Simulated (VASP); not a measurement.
Data:

```
As
1.0
    3.37090    -1.84679    -0.07545
    3.37090     1.84679    -0.07545
    2.42752     0.00000     2.98101
As
2
Direct
  0.23312   0.23312   0.23312
  0.76688   0.76688   0.76688
```

All values below come from r2SCAN meta-GGA, VASP's PBE PAW potentials (set 64) (plane waves; VASP). Settings: 500 eV cut-off, 12×12×12 Γ-centred mesh, first-order Methfessel-Paxton smearing of 0.10 eV, potentials As.

Energy and stress use the plane-wave basis of the starting cell.

### Question
The ions, cell shape and volume at an external pressure of 20.0 GPa are relaxed. Which structure does the run end with?

### Answer

```
As
1.0
    3.20924    -1.81311    -0.10499
    3.20924     1.81311    -0.10499
    2.28307     0.00000     2.89572
As
2
Direct
  0.23725   0.23725   0.23725
  0.76275   0.76275   0.76275
```
Space group R-3m (166), at a tolerance of 0.03 Å.

### Question
How do energy and volume change from the first to the last step?

### Answer
The energy (σ→0) changes by +145.3 meV/atom and the volume by -8.5 %, in 10 ionic steps.

```
step  E(σ→0) (eV)  max force (eV/Å)  pressure (GPa)  volume (Å³)
----  -----------  ----------------  --------------  -----------
1        -29.2136             0.004            9.98        37.79
2        -28.3410             1.376           39.98        31.69
3        -28.9801             0.475           19.71        35.22
4        -28.9727             0.488           19.98        35.16
5        -28.9461             0.205           20.13        34.81
6        -28.9118             0.003           20.47        34.49
7        -28.9085             0.019           20.50        34.46
8        -28.9430             0.053           19.19        34.73
9        -28.9328             0.044           19.61        34.65
10       -28.9229             0.013           20.01        34.57
```

The compound is As in the a7 structure. This run relaxes it under an external pressure of 20 GPa. Symmetry was kept, so distortions that lower it aren't found.
